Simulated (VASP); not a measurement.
Given:

```yaml
crystal:
  lattice:
    - [1.50940, -2.61436, 0.00000]
    - [1.50940, 2.61436, 0.00000]
    - [0.00000, 0.00000, 3.43319]
  atoms:
    - { symbol: Mg, position: [0.00000, 0.00000, 0.00000] }
    - { symbol: B, position: [0.33333, 0.66667, 0.50000] }
    - { symbol: B, position: [0.66667, 0.33333, 0.50000] }
```

All values below come from PW91 GGA, VASP's PBE PAW potentials (set 64) (plane waves; VASP). Run with 520 eV cut-off, 11×11×9 Γ-centred mesh, first-order Methfessel-Paxton smearing of 0.10 eV, potentials Mg B.

Question: Give the stress tensor in GPa (positive for a compressed cell).

Answer: 
```
 9.99   0.00   0.00
 0.00   9.99   0.00
 0.00   0.00  10.19
```
The pressure is its mean diagonal, 10.06 GPa.

The compound is MgB2 in the AlB2 type structure. This cell is one point of a volume scan, at 0.94 of the reference volume.
